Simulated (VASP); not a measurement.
Here is the system:

```xyz
2
Lattice="1.1301 -1.9574 0.0098 1.1301 1.9574 -0.0098 0.0000 -0.0178 3.5510" Properties=species:S:1:pos:R:3 pbc="T T T"
Be     1.1301     0.6480     0.8845
Be     1.1301    -0.6658     2.6665
```

Level of theory: PBEsol GGA, VASP's PBE PAW potentials (set 64) (plane waves; VASP 6.6.1). Settings: 480 eV cut-off, 18×18×10 Γ-centred mesh, first-order Methfessel-Paxton smearing of 0.10 eV, potentials Be.

Task: Give the stress tensor in GPa (positive for a compressed cell).

Result: 
```
-0.89   0.00   0.00
 0.00  -0.89   1.58
 0.00   1.58   1.99
```
The pressure is its mean diagonal, 0.07 GPa.

The compound is Be in the hcp structure. This cell was strained or had an atom moved on purpose.
